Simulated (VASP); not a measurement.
# Native point defects of MoS2, part 7 of 7

Which native defect is cheapest in MoS2, and how does that change with the growth condition? The start is a cell from a database of measured crystal structures.

VASP 6.6.1, plane waves and PAW; the level of theory is named at each step.

So far. Step 6 (Relaxing the atoms): The run ended after 2 ionic steps, 0.035 eV below its first step, once the forces on the free atoms met EDIFFG = -0.03. Step 6 (Relaxing the atoms): Energy at zero smearing: -34.87010 eV.

### Step 10. The defect cell, charge -1, spin collinear

Level of this step: PBEsol, spin-polarised, with small moments to start from; plane waves and PAW (Mo, S) (VASP).

This cell carries charge -1, set by NELECT and balanced by a uniform background.

Input file INCAR:

```
SYSTEM = Mo17S36
PREC = Normal
ENCUT = 300
EDIFF = 1E-05
NELM = 120
ISMEAR = 0
SIGMA = 0.05
LREAL = Auto
ALGO = Fast
GGA = PS
NELECT = 319
NBANDS = 200
ISPIN = 2
MAGMOM = 0 0 0 0 0 0 0 0 0 0 0 0 0 0 0 0 0 0 0 0.6 0 0 0 0.6 0 0 0 0 0 0 0 0 0 0 0 0 0 0.6 0 0 0 0.6 0 0 0 0 0 0 0 0 0 0 0
LASPH = .TRUE.
LMAXMIX = 4
LORBIT = 11
LWAVE = True
LCHARG = .FALSE.
KPAR = 4
NCORE = 2
IBRION = 2
NSW = 50
ISIF = 2
EDIFFG = -0.03
POTIM = 0.4
MAXMIX = 40
ISYM = 0
```

Input file POSCAR:

```
Mo17S36
1.0
    3.1431429252      1.8146944140     12.4013934838
   -4.7147143878      2.7220416210     18.6020902257
    0.0000000000     -5.4440832417     18.6020902257
Mo S
17 36
Direct
    0.0000398600      0.0000265700      0.3333599100
    0.0000398600      0.0000265700      0.6666932400
    0.0000398600      0.3333599100      0.0000265700
    0.0000398600      0.3333599100      0.3333599100
    0.9956876600      0.3351445400      0.6670325500
    0.0000398600      0.6666932400      0.0000265700
    0.9956062900      0.6687128600      0.3343091300
    0.0000398600      0.6666932400      0.6666932400
    0.5000398600      0.0000265700      0.0000265700
    0.5000398600      0.0000265700      0.3333599100
    0.5067783900      0.9910429900      0.6705754900
    0.5000398600      0.3333599100      0.0000265700
    0.5000398600      0.3333599100      0.3333599100
    0.5000398600      0.3333599100      0.6666932400
    0.5000398600      0.6666932400      0.0000265700
    0.5000398600      0.6666932400      0.3333599100
    0.5000398600      0.6666932400      0.6666932400
    0.2086753100      0.1391168800      0.1391168800
    0.2086753100      0.1391168800      0.4724502100
    0.2048857900      0.1367181900      0.8102023400
    0.2086753100      0.4724502100      0.1391168800
    0.2086753100      0.4724502100      0.4724502100
    0.2086753100      0.4724502100      0.8057835400
    0.2130236700      0.8070637600      0.1344579300
    0.2086753100      0.8057835400      0.4724502100
    0.2086753100      0.8057835400      0.8057835400
    0.7075471200      0.1390647500      0.1411715100
    0.7086753100      0.1391168800      0.4724502100
    0.7086753100      0.1391168800      0.8057835400
    0.7086753100      0.4724502100      0.1391168800
    0.7086753100      0.4724502100      0.4724502100
    0.7086753100      0.4724502100      0.8057835400
    0.7086753100      0.8057835400      0.1391168800
    0.7086753100      0.8057835400      0.4724502100
    0.7086753100      0.8057835400      0.8057835400
    0.1247848300      0.0831898800      0.0831898800
    0.1247848300      0.0831898800      0.4165232200
    0.1256330100      0.0828374200      0.7510178300
    0.1247848300      0.4165232200      0.0831898800
    0.1247848300      0.4165232200      0.4165232200
    0.1247848300      0.4165232200      0.7498565500
    0.1339418300      0.7520359900      0.0732915700
    0.1247848300      0.7498565500      0.4165232200
    0.1247848300      0.7498565500      0.7498565500
    0.6234739000      0.0848949000      0.0820741200
    0.6247848300      0.0831898800      0.4165232200
    0.6247848300      0.0831898800      0.7498565500
    0.6247848300      0.4165232200      0.0831898800
    0.6247848300      0.4165232200      0.4165232200
    0.6247848300      0.4165232200      0.7498565500
    0.6247848300      0.7498565500      0.0831898800
    0.6247848300      0.7498565500      0.4165232200
    0.6247848300      0.7498565500      0.7498565500
```

Input file KPOINTS:

```
Automatic mesh
0
Gamma
2 2 2
0 0 0
```

Potentials, in the order of the species: Mo and S (PBE family, release 64).

Started as:

```sh
$ mpirun -np 8 vasp_std
```

Output:

```text
[... set-up lines as in an earlier step ...]
 entering main loop
       N       E                     dE             d eps       ncg     rms          rms(c)
DAV:   1     0.125399592256E+04    0.12540E+04   -0.10310E+05  6424   0.909E+02
DAV:   2    -0.285928874221E+03   -0.15399E+04   -0.14627E+04  7960   0.225E+02
DAV:   3    -0.417850042514E+03   -0.13192E+03   -0.12958E+03  7984   0.640E+01
DAV:   4    -0.422806914959E+03   -0.49569E+01   -0.49241E+01  8824   0.130E+01
DAV:   5    -0.422929179080E+03   -0.12226E+00   -0.12184E+00  8232   0.203E+00BRMIX: very serious problems
 the old and the new charge density differ
 old charge density:   318.00000 new  319.00005
BRMIX: very serious problems
 the old and the new charge density differ
 old charge density:   318.00000 new  319.00005
BRMIX: very serious problems
 the old and the new charge density differ
 old charge density:   318.00000 new  319.00005
BRMIX: very serious problems
 the old and the new charge density differ
 old charge density:   318.00000 new  319.00005
    0.116E+02
RMM:   6    -0.401869332582E+03    0.21060E+02   -0.14300E+02  6769   0.176E+01    0.383E+01
RMM:   7    -0.398682282763E+03    0.31870E+01   -0.36265E+01  6400   0.107E+01    0.305E+01
RMM:   8    -0.396202182928E+03    0.24801E+01   -0.13775E+01  6465   0.684E+00    0.620E+00
RMM:   9    -0.396167513100E+03    0.34670E-01   -0.50327E+00  7201   0.349E+00    0.353E+00
[...]
RMM:  18    -0.396015705546E+03   -0.91974E-04   -0.28760E-04  6790   0.247E-02    0.330E-02
RMM:  19    -0.396015748103E+03   -0.42557E-04   -0.11428E-04  6451   0.163E-02    0.172E-02
RMM:  20    -0.396015755132E+03   -0.70285E-05   -0.42676E-05  4715   0.945E-03
   1 F= -.39601576E+03 E0= -.39600835E+03  d E =-.396016E+03  mag=     1.8485
[...]
2 F= -.39626885E+03 E0= -.39625753E+03  d E =-.253095E+00  mag=     0.4518
[...]
3 F= -.39626922E+03 E0= -.39625838E+03  d E =-.253466E+00  mag=     0.3872
[...]
4 F= -.39631855E+03 E0= -.39631316E+03  d E =-.493239E-01  mag=     0.0541
 trial-energy change:   -0.049324  1 .order   -0.047648   -0.071678   -0.023618
 step:   1.3932(harm=  1.5044)  dis= 0.02552  next Energy=  -396.323140 (dE=-0.539E-01)
[...]
N       E                     dE             d eps       ncg     rms          rms(c)
DAV:   1    -0.396321295427E+03   -0.27484E-02   -0.76475E-01  6832   0.150E+00    0.620E-01
RMM:   2    -0.396322981518E+03   -0.16861E-02   -0.21203E-02  6400   0.311E-01    0.170E-01
RMM:   3    -0.396323447164E+03   -0.46565E-03   -0.47209E-03  7087   0.123E-01    0.383E-02
 hard stop encountered!  aborting job ...
 [... a notice as in an earlier step ...]

 soft stop encountered!  aborting job ...
```

The job ended after 51 min (8 MPI ranks of AMD EPYC 7R43, shared host).

Step by step:

```csv
step,energy less that of the first step (eV),largest force (eV/Å)
1,0.0000,2.0899
2,-0.2531,0.4998
3,-0.2535,0.4745
4,-0.3028,0.2578
```

The atoms that moved most (Å):

```csv
atom,dx,dy,dz,length
Mo11,-0.074,0.032,0.013,0.082
Mo7,0.037,0.070,-0.008,0.080
Mo5,0.065,-0.002,0.015,0.067
S42,-0.006,-0.048,0.040,0.063
S24,-0.004,-0.023,-0.023,0.033
S20,0.001,0.021,-0.026,0.033
S27,-0.020,-0.003,-0.026,0.033
Mo12,0.010,-0.031,0.003,0.033
```

The run met its time limit with a largest force of 0.26 eV/Å at its last finished step, so it is continued.

### Step 11. Going on with the relaxation

The relaxation goes on from where it stopped.

This cell carries charge -1, set by NELECT and balanced by a uniform background.

Changes to INCAR since step 10:

```diff
@@ -25,3 +25,3 @@
 EDIFFG = -0.03
-POTIM = 0.4
+POTIM = 0.25
 MAXMIX = 40
```

Input file POSCAR:

```
Mo17S36
1.0
    3.1431429252      1.8146944140     12.4013934838
   -4.7147143878      2.7220416210     18.6020902257
    0.0000000000     -5.4440832417     18.6020902257
Mo S
17 36
Direct
    0.0009659654      0.9998778247      0.3328539064
    0.9989345060      0.9999923419      0.6674655614
    0.0011234254      0.3326257823      0.0000307744
    0.9990754001      0.3337139080      0.3336463186
    0.0063198217      0.3283471806      0.6675383714
    0.9990189824      0.6674989420      0.9999461842
    0.0077611873      0.6689205257      0.3255796249
    0.9999325091      0.6665805822      0.6669002774
    0.4997459616      0.0001267018      0.0001286919
    0.4992772698      0.0035109338      0.3304753338
    0.4982435934      0.0011338841      0.6668906325
    0.4988343495      0.3304722174      0.0038712399
    0.5003252752      0.3329624787      0.3334642660
    0.4998868983      0.3333247714      0.6668096174
    0.5002763603      0.6656253939      0.0007152727
    0.4999746664      0.6667282692      0.3333520463
    0.5007124349      0.6664983603      0.6663730129
    0.2090416099      0.1391006629      0.1390576498
    0.2078849266      0.1388893960      0.4730563522
    0.2062949131      0.1373746905      0.8072147493
    0.2077275153      0.4731051265      0.1390491338
    0.2073783216      0.4728737010      0.4720639574
    0.2089300369      0.4722151905      0.8058984860
    0.2095652643      0.8056718396      0.1368989458
    0.2087697661      0.8058382726      0.4723221705
    0.2086980298      0.8058841241      0.8057699139
    0.7034420704      0.1404971215      0.1410588955
    0.7086324885      0.1386154553      0.4728024738
    0.7086564415      0.1392475620      0.8057887522
    0.7093135653      0.4715522898      0.1395701247
    0.7087518600      0.4724392964      0.4724519010
    0.7091834407      0.4707435987      0.8068485533
    0.7085977803      0.8058103867      0.1392737215
    0.7094619192      0.8067824238      0.4705841901
    0.7081998845      0.8051120517      0.8068842558
    0.1246799258      0.0831562740      0.0831416472
    0.1244187076      0.0833009121      0.4168500835
    0.1263216279      0.0834246989      0.7502829626
    0.1241386417      0.4170504358      0.0833069771
    0.1249217231      0.4174965868      0.4160245618
    0.1249833947      0.4162345209      0.7498539850
    0.1296107589      0.7504425823      0.0799046283
    0.1248942795      0.7498512986      0.4163810571
    0.1246696581      0.7498727759      0.7498827788
    0.6217886132      0.0853285823      0.0840904592
    0.6251972328      0.0828467845      0.4167016388
    0.6243057485      0.0833865185      0.7498532582
    0.6256634860      0.4153237041      0.0837646412
    0.6246610845      0.4165332771      0.4165411983
    0.6249595130      0.4151723221      0.7512345734
    0.6243422897      0.7498227716      0.0834146337
    0.6257007504      0.7513294213      0.4146386024
    0.6248419241      0.7488887458      0.7506028550
```

KPOINTS is that of step 10.

Started as:

```sh
$ mpirun -np 8 vasp_std
```

Output:

```text
[... set-up lines as in an earlier step ...]
 entering main loop
       N       E                     dE             d eps       ncg     rms          rms(c)
DAV:   1     0.125647687167E+04    0.12565E+04   -0.10312E+05  6424   0.909E+02
DAV:   2    -0.286049054885E+03   -0.15425E+04   -0.14647E+04  7960   0.225E+02
DAV:   3    -0.418239957346E+03   -0.13219E+03   -0.12998E+03  7960   0.641E+01
DAV:   4    -0.423147620614E+03   -0.49077E+01   -0.48767E+01  8792   0.129E+01
DAV:   5    -0.423268544183E+03   -0.12092E+00   -0.12053E+00  8256   0.204E+00BRMIX: very serious problems
 the old and the new charge density differ
 old charge density:   318.00000 new  319.00005
BRMIX: very serious problems
 the old and the new charge density differ
 old charge density:   318.00000 new  319.00005
BRMIX: very serious problems
 the old and the new charge density differ
 old charge density:   318.00000 new  319.00005
BRMIX: very serious problems
 the old and the new charge density differ
 old charge density:   318.00000 new  319.00005
    0.117E+02
RMM:   6    -0.401816933640E+03    0.21452E+02   -0.14126E+02  6765   0.175E+01    0.383E+01
RMM:   7    -0.398341241088E+03    0.34757E+01   -0.33828E+01  6401   0.104E+01    0.299E+01
RMM:   8    -0.396463302949E+03    0.18779E+01   -0.13420E+01  6479   0.667E+00    0.529E+00
RMM:   9    -0.396443771281E+03    0.19532E-01   -0.45288E+00  7241   0.337E+00    0.308E+00
[...]
RMM:  16    -0.396318555945E+03    0.32026E-04   -0.48508E-04  6920   0.342E-02    0.448E-02
RMM:  17    -0.396318557806E+03   -0.18616E-05   -0.25094E-04  7359   0.205E-02    0.226E-02
RMM:  18    -0.396318562054E+03   -0.42476E-05   -0.48387E-05  4874   0.102E-02
   1 F= -.39631856E+03 E0= -.39631318E+03  d E =-.396319E+03  mag=     0.0508
[...]
2 F= -.39632987E+03 E0= -.39632473E+03  d E =-.113090E-01  mag=     0.0232
[...]
3 F= -.39633676E+03 E0= -.39633175E+03  d E =-.182003E-01  mag=     0.0007
[...]
4 F= -.39634605E+03 E0= -.39634147E+03  d E =-.928736E-02  mag=     0.0079
 trial-energy change:   -0.009287  1 .order   -0.009223   -0.010913   -0.007533
 step:   3.4682(harm=  4.1412)  dis= 0.01844  next Energy=  -396.352787 (dE=-0.160E-01)
[...]
N       E                     dE             d eps       ncg     rms          rms(c)
DAV:   1    -0.396348492027E+03   -0.24409E-02   -0.22733E+00  6512   0.262E+00    0.745E-01
RMM:   2    -0.396352667037E+03   -0.41750E-02   -0.54361E-02  6400   0.503E-01    0.206E-01
RMM:   3    -0.396353847676E+03   -0.11806E-02   -0.12059E-02  7012   0.203E-01    0.753E-02
 hard stop encountered!  aborting job ...
 [... a notice as in an earlier step ...]

 soft stop encountered!  aborting job ...
```

It took 44 min on 8 MPI ranks.

The steps of the relaxation:

```csv
step,energy less that of the first step (eV),largest force (eV/Å)
1,0.0000,0.2581
2,-0.0113,0.1590
3,-0.0182,0.2599
4,-0.0275,0.1527
```

The atoms that moved most (Å):

```csv
atom,dx,dy,dz,length
S34,0.003,0.015,-0.010,0.019
S50,0.013,-0.006,0.010,0.017
S52,0.000,0.015,0.008,0.017
S27,-0.014,-0.006,0.006,0.016
S38,0.001,0.001,-0.016,0.016
S42,-0.002,-0.013,-0.001,0.013
S32,0.010,-0.005,-0.007,0.013
S45,-0.007,-0.009,-0.003,0.012
```

The run met its time limit with a largest force of 0.15 eV/Å at its last finished step, short of the threshold, and no energy is taken from it.

### Step 12. Energies of this defect

This step: point defect, PBEsol; plane waves and PAW (VASP 6.6.1).

Derived from the runs above.

This step gave:

```
formation energy of the neutral defect    : 7.410 eV
gap of the perfect supercell, on its mesh : 0.9687 eV
dielectric constant in the correction     : 12.30
host formation enthalpy                   : -0.9521 eV/atom
```

E_f is E(defect cell) less E(perfect cell), corrected for the atoms exchanged with their references.

References, in eV an atom: Mo -11.821 (crystal Im-3m) and S -4.359 (S8 molecule). They were run at the supercell's cutoff and functional, without U, and count both elements from their own phases.

By charge state:

```csv
charge,"formation energy, Fermi level at the valence-band top (eV)",of which image charge (eV),shift of the far core potentials (eV),moment (μB),largest move from the displaced start (Å)
0,7.410,0.000,-0.268,0.78,0.12
```

The potential shift aligns the single-particle levels and is not added to the energies; levels within 0.4 eV of an edge, or in cells whose shift exceeds 0.2 eV, are left out, since at this cell size they may be band states; some may be the defect's own.

### Step 13. Results

| Property | Result |
| --- | --- |
| result | none |

What this shows: The session ends without its result: «relax the defect» met its time limit; «relax the defect» at charge -1 met its time limit.

[Lines on the potential files, build, host, timing and source positions are cut from VASP's logs without a mark.]

[Logs are printed without paths, hosts, clocks, repeated set-up lines and the standing remarks that a program may print on its own settings, such as how far it seeks lower states.]

[Hosts, paths, dates, database ids (printed as entryN), source tags and the programs' standing remarks are cut or masked in the printed files.]

[In band tables of VASP the shares of atoms and orbitals are scaled to a sum of 1 inside the atoms' spheres.]

[Runs that stopped without an error message from VASP are left out.]
